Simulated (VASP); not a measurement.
A run of VASP 6.6.1 is set up as follows.

The input INCAR:

```
PREC = Normal ; ENCUT = 520
EDIFF = 1E-4 ; ISMEAR = 0
SIGMA = 0.15 ; LREAL = False
LASPH = True ; NELM = 60
ALGO = Fast ; ISIF = 3
LWAVE = False ; LCHARG = False
GGA = PE ; IBRION = 2
NSW = 24 ; EDIFFG = -0.08
```

Contents of KPOINTS:

```
regular mesh
0
Gamma
  3 3 3
```

POSCAR

```
TiBrF3
1.0
    4.2847876700      0.0000000000      0.0000000000
    0.0000000000      4.2847876700      0.0000000000
    0.0000000000      0.0000000000      4.2853454500
Ti Br F
1 1 3
Direct
    0.0000000000      0.0000000000      0.4866651000
    0.5000000000      0.5000000000      0.9920643000
    0.5000000000      0.0000000000      0.4863043100
    0.0000000000      0.0000000000      0.9866249600
    0.0000000000      0.5000000000      0.4863043100
```

Potentials or basis: VASP PAW PBE potentials, release 64 (Ti_sv, Br, F).

Launch:

```sh
$ cat potpaw_PBE.64/Ti_sv/POTCAR potpaw_PBE.64/Br/POTCAR potpaw_PBE.64/F/POTCAR > POTCAR
$ mpirun -np 1 vasp_std > vasp.out
```

(1) What does it give for the relaxed volume?

(2) Estimate the space group after relaxing (to 0.05 Å).

(3) Predict the relaxed cell.

Answers

(1) 13.66 Å³/atom.

(2) Pm-3m (No. 221).

(3) a = 4.088 Å, b = 4.088 Å, c = 4.088 Å, α = 90.00°, β = 90.00°, γ = 90.00°.

Caveat: the k mesh is coarse (spacing up to 0.49 Å⁻¹), so the values aren't converged.
